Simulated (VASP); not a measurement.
# AlInSb2 (P-4m2) in VASP: notebook

One crystal, AlInSb2, is run at these levels: LDA; tasks: single point.

Program: VASP 6.6.1. These are calculated values, not measurements. Logs are shortened: lines on timing, memory, paths and dates and some standing lists are left out, and cuts for length are marked.

## Step 1: The crystal as given

The structure is tetragonal, space group P-4m2 (No. 115). The conventional cell has a = 4.365 Å, b = 4.365 Å, c = 6.765 Å, α = 90.00°, β = 90.00°, γ = 90.00°. Al (site symmetry -4m2) has 4 Sb at 2.69 Å as nearest neighbours. In (site symmetry -4m2) has 4 Sb at 2.83 Å as nearest neighbours. Around Sb (site symmetry 2mm) lie 2 Al at 2.69 Å and 2 In at 2.83 Å.

The cell comes from a database or a generator and needn't be the stable form of this composition.

## Step 2: Single point, LDA

The input, INCAR:

```
  PREC = Accurate
  ENCUT = 520
  EDIFF = 1E-7
  ISMEAR = 0
  SIGMA = 0.03
  LREAL = F
  LASPH = T
  NELM = 100
  ALGO = Fast
  ISIF = 2
  LWAVE = F
  LCHARG = F
  NBANDS = 21
```

The input, KPOINTS:

```
Automatic mesh
0
Gamma
  8 8 6
```

The input, POSCAR:

```
AlInSb2
1.0
    4.3652546170      0.0000000000      0.0000000000
    0.0000000000      4.3652546170      0.0000000000
    0.0000000000      0.0000000000      6.7653199790
Al In Sb
1 1 2
Direct
    0.0000000000      0.0000000000      0.0000000000
    0.5000000000      0.5000000000      0.5000000000
    0.0000000000      0.5000000000      0.2333653700
    0.5000000000      0.0000000000      0.7666346300
```

Potentials or basis: VASP PAW LDA potentials, release 64 (Al, In_d, Sb).

Started as:

```bash
> cat potpaw_LDA.64/Al/POTCAR potpaw_LDA.64/In_d/POTCAR potpaw_LDA.64/Sb/POTCAR > POTCAR
> mpirun -np 1 vasp_std > vasp.out
```

OUTCAR:

```text
PREC = Accurate
   ENCUT = 520
   EDIFF = 1E-7
   ISMEAR = 0
   LREAL = F
   LASPH = T
   NELM = 100
   ISIF = 2

 ion  position               nearest neighbor table
   1  0.000  0.000  0.000-   3 2.69   4 2.69   3 2.69   4 2.69
   2  0.500  0.500  0.500-   3 2.83   4 2.83   4 2.83   3 2.83
   3  0.000  0.500  0.233-   1 2.69   1 2.69   2 2.83   2 2.83
   4  0.500  0.000  0.767-   1 2.69   1 2.69   2 2.83   2 2.83

  LATTYP: Found a simple tetragonal cell.
 ALAT       =     4.3652546170
 C/A-ratio  =     1.5498110815

  Lattice vectors:

 A1 = (   4.3652546170,   0.0000000000,   0.0000000000)
 A2 = (   0.0000000000,   4.3652546170,   0.0000000000)
 A3 = (   0.0000000000,   0.0000000000,   6.7653199790)

Analysis of symmetry for initial positions (statically):
=====================================================================
 Subroutine PRICEL returns:
 Original cell was already a primitive cell.

 Routine SETGRP: Setting up the symmetry group for a
 simple tetragonal supercell.

 Subroutine GETGRP returns: Found  8 space group operations
 (whereof  8 operations were pure point group operations)
 out of a pool of 16 trial point group operations.

The static configuration has the point symmetry D_2d.

Analysis of symmetry for dynamics (positions and initial velocities):
=====================================================================
 Subroutine PRICEL returns:
 Original cell was already a primitive cell.

 Routine SETGRP: Setting up the symmetry group for a
 simple tetragonal supercell.

 Subroutine GETGRP returns: Found  8 space group operations
 (whereof  8 operations were pure point group operations)
 out of a pool of 16 trial point group operations.

The dynamic configuration has the point symmetry D_2d.

 Subroutine INISYM returns: Found  8 space group operations
 (whereof  8 operations are pure point group operations),
 and found     1 'primitive' translations

----------------------------------------------------------------------------------------

                                     Primitive cell

  volume of cell :     128.9162

  direct lattice vectors                    reciprocal lattice vectors
     4.365254617  0.000000000  0.000000000     0.229081712  0.000000000  0.000000000
     0.000000000  4.365254617  0.000000000     0.000000000  0.229081712  0.000000000
     0.000000000  0.000000000  6.765319979     0.000000000  0.000000000  0.147812669

  length of vectors
     4.365254617  4.365254617  6.765319979     0.229081712  0.229081712  0.147812669

  position of ions in fractional coordinates (direct lattice)
     0.000000000  0.000000000  0.000000000
     0.500000000  0.500000000  0.500000000
     0.000000000  0.500000000  0.233365370
     0.500000000  0.000000000  0.766634630

  ion indices of the primitive-cell ions
   primitive index   ion index
                 1           1
                 2           2
                 3           3
                 4           4

----------------------------------------------------------------------------------------

 KPOINTS: Automatic mesh

Automatic generation of k-mesh.
 Grid dimensions read from file:
 generate k-points for:    8    8    6

 Generating k-lattice:

  Cartesian coordinates                     Fractional coordinates (reciprocal lattice)
     0.028635214  0.000000000  0.000000000     0.125000000  0.000000000  0.000000000
     0.000000000  0.028635214  0.000000000     0.000000000  0.125000000  0.000000000
     0.000000000  0.000000000  0.024635445     0.000000000  0.000000000  0.166666667

  Length of vectors
     0.028635214  0.028635214  0.024635445

  Shift w.r.t. Gamma in fractional coordinates (k-lattice)
     0.000000000  0.000000000  0.000000000

 Subroutine IBZKPT returns following result:
 ===========================================

 Found     60 irreducible k-points:

 Following reciprocal coordinates:
            Coordinates               Weight
  0.000000  0.000000  0.000000      1.000000
  0.125000  0.000000  0.000000      4.000000
  0.250000  0.000000  0.000000      4.000000
  0.375000  0.000000  0.000000      4.000000
  0.500000  0.000000  0.000000      2.000000
  0.125000  0.125000  0.000000      4.000000
[... 16 lines left out ...]
  0.375000  0.125000  0.166667     16.000000
  0.500000  0.125000  0.166667      8.000000
 [... further k-points ...]
   k-points           NKPTS =     60   k-points in BZ     NKDIM =     60   number of bands    NBANDS=     21
   number of dos      NEDOS =    301   number of ions     NIONS =      4
   total plane-waves  NPLWV =  51200
   dimension x,y,z NGX =    32 NGY =   32 NGZ =   50
   dimension x,y,z NGXF=    64 NGYF=   64 NGZF=  100
   ions per type =               1   1   2
   NGX,Y,Z   is equivalent  to a cutoff of  12.19, 12.19, 12.29 a.u.
   NGXF,Y,Z  is equivalent  to a cutoff of  24.37, 24.37, 24.57 a.u.
 SYSTEM =  unknown system
   PREC   = accura    normal or accurate (medium, high low for compatibility)
   ISTART =      0    job   : 0-new  1-cont  2-samecut
   ICHARG =      2    charge: 1-file 2-atom 10-const
   ISPIN  =      1    spin polarized calculation?
   LNONCOLLINEAR =      F non collinear calculations
   LSORBIT =      F    spin-orbit coupling
   LASPH  =      T    aspherical Exc in radial PAW
   ENCUT  =  520.0 eV  38.22 Ry    6.18 a.u.   8.12  8.12 12.58*2*pi/ulx,y,z
   NELM   =    100;   NELMIN=  2; NELMDL= -5     # of ELM steps
   EDIFF  = 0.1E-06   stopping-criterion for ELM
   LREAL  =      F    real-space projection
   EDIFFG = 0.1E-05   stopping-criterion for IOM
   NSW    =      0    number of steps for IOM
   IBRION =     -1    ionic relax: 0-MD 1-quasi-New 2-CG
   NFREE  =      0    steps in history (QN), initial steepest desc. (CG)
   ISIF   =      2    stress and relaxation
   ISYM   =      2    0-nonsym 1-usesym 2-fastsym
   POTIM  = 0.5000    time-step for ionic-motion
   TEBEG  =    0.0;   TEEND  =   0.0 temperature during run
   PSTRESS=    0.0 pullay stress
   NELECT =      26.0000    total number of electrons
   NUPDOWN=      -1.0000    fix difference up-down
   EMIN   =  10.00;   EMAX   =-10.00  energy-range for DOS
   EFERMI =   0.00;   METHOD = LEGACY
   ISMEAR =     0;   SIGMA  =   0.03  broadening in eV -4-tet -1-fermi 0-gaus
   EFERMI_NEDOS =   21; number of points for ismear=-14 and -15
   IALGO  =     68    algorithm
   IMIX   =      4    mixing-type and parameters
     AMIX     =   0.40;   BMIX     =  1.00
     AMIX_MAG =   1.60;   BMIX_MAG =  1.00
  volume/ion in A,a.u.               =      32.23       217.49
  Fermi-wavevector in a.u.,A,eV,Ry     =   0.960056  1.814244 12.540604  0.921708
  Thomas-Fermi vector in A             =   2.089307
   LORBIT       =      0    0 simple, 1 ext, 2 COOP (PROOUT), +10 PAW based schemes
   GGA     = CA    functional components
   LHFCALC =     F    Hartree Fock is set to
   AEXX    =    0.0000 exact exchange contribution
   IVDW    =     0    specifies the selected vdW correction
   LEPSILON=     F    determine dielectric tensor
   LRPA    =     F    only Hartree local field effects (RPA)
 non-spin polarized calculation
 RMM-DIIS sequential band-by-band and
 Gauss-broadening in eV      SIGMA  =   0.03
  energy-cutoff  :      520.00
  volume of cell :      128.92
 maximum number of plane-waves:      3512
   NGX = 17   NGY = 17   NGZ = 25

 number of electron      25.9999989 magnetization

 Free energy of the ion-electron system (eV)
  ---------------------------------------------------
  ext. energy  EPLUGINS =         0.00000000
  ---------------------------------------------------
  free energy    TOTEN  =       -17.35363372 eV

  energy without entropy =      -17.35359508  energy(sigma->0) =      -17.35361440

 E-fermi :   4.7581     XC(G=0):  -8.8567

 val. band max:        4.7210821844   @ k =   0.0000   0.0000   0.0000
 cond. band min:       4.7870232598   @ k =   0.0000   0.0000   0.0000
 fundamental gap:      0.0659410754
 Fermi energy:         4.7581111078

 k-point     1 :       0.0000    0.0000    0.0000
  band No.  band energies     occupation
      1      -9.9058      2.00000
      2      -9.8352      2.00000
      3      -9.8352      2.00000
      4      -9.7871      2.00000
      5      -9.7857      2.00000
      6      -6.0687      2.00000
[... 13 lines left out ...]
     20      10.4059      0.00000
     21      11.7008      0.00000

 k-point     2 :       0.1250    0.0000    0.0000
  band No.  band energies     occupation
      1      -9.9019      2.00000
      2      -9.8410      2.00000
      3      -9.8349      2.00000
      4      -9.7887      2.00000
      5      -9.7844      2.00000
      6      -5.9720      2.00000
[... 13 lines left out ...]
     20      10.9385      0.00000
     21      11.7781      0.00000

 k-point     3 :       0.2500    0.0000    0.0000
  band No.  band energies     occupation
      1      -9.8937      2.00000
      2      -9.8538      2.00000
      3      -9.8342      2.00000
      4      -9.7924      2.00000
      5      -9.7811      2.00000
      6      -5.6939      2.00000
[... 13 lines left out ...]
     20      10.7799      0.00000
     21      10.8143      0.00000
[... 457 lines left out ...]
 k-point    23 :       0.3750    0.1250    0.1667
  band No.  band energies     occupation
      1      -9.8887      2.00000
      2      -9.8623      2.00000
      3      -9.8349      2.00000
      4      -9.7979      2.00000
      5      -9.7764      2.00000
      6      -5.1371      2.00000
[... 13 lines left out ...]
     20       9.7248      0.00000
     21      10.4074      0.00000

 k-point    24 :       0.5000    0.1250    0.1667
  band No.  band energies     occupation
      1      -9.8904      2.00000
      2      -9.8632      2.00000
      3      -9.8339      2.00000
      4      -9.7995      2.00000
      5      -9.7748      2.00000
      6      -4.7517      2.00000
[... 13 lines left out ...]
     20       9.5923      0.00000
     21       9.7124      0.00000

 [... further k-points ...]

------------------------ aborting loop because EDIFF is reached ----------------------------------------

  FORCE on cell =-STRESS in cart. coord.  units (eV):
  Direction    XX          YY          ZZ          XY          YZ          ZX
  --------------------------------------------------------------------------------------
  -------------------------------------------------------------------------------------
  Total       -0.5235005     -0.5235005     -3.5709753      0.0000000      0.0000000      0.0000000
  in kB       -6.5060914     -6.5060914    -44.3802684      0.0000000      0.0000000      0.0000000
  external PRESSURE =     -19.1308171 kB  Pullay stress =       0.0000000 kB

 VOLUME and BASIS-vectors are now :
 -----------------------------------------------------------------------------
  energy-cutoff  :      520.00
  volume of cell :      128.92
      direct lattice vectors                 reciprocal lattice vectors
     4.365254617  0.000000000  0.000000000     0.229081712  0.000000000  0.000000000
     0.000000000  4.365254617  0.000000000     0.000000000  0.229081712  0.000000000
     0.000000000  0.000000000  6.765319979     0.000000000  0.000000000  0.147812669

 POSITION                                       TOTAL-FORCE (eV/Angst)
 -----------------------------------------------------------------------------------
      0.00000      0.00000      0.00000        -0.000000      0.000000      0.000000
      2.18263      2.18263      3.38266        -0.000000      0.000000      0.000000
      0.00000      2.18263      1.57879         0.000000     -0.000000      0.133336
      2.18263      0.00000      5.18653        -0.000000      0.000000     -0.133336
 -----------------------------------------------------------------------------------
    total drift:                                0.000000      0.000000     -0.000000

  FREE ENERGIE OF THE ION-ELECTRON SYSTEM (eV)
  ---------------------------------------------------
  free  energy   TOTEN  =       -17.3536337185 eV

  energy  without entropy=      -17.3535950801  energy(sigma->0) =      -17.35361440
```

It took 1.7 min on 1 thread of Intel Xeon Platinum 8488C (Sapphire Rapids), shared host; peak memory 0.31 GiB.

Results:

```
Free energy            : -17.3536 eV
Pressure               : -1.9 GPa
Largest force          : 0.133 eV/Å
Band gap on the k mesh : 0.07 eV, direct
```

Forces in eV/Å, atoms in the order of the input:
```
Al   0.000  0.000  0.000
In   0.000  0.000  0.000
Sb   0.000  0.000  0.133
Sb   0.000  0.000 -0.133
```

Caveat: spin-orbit coupling is left out, which moves the levels of the heavy elements. A k mesh can miss the band edges.

[end of part 1 of 2]
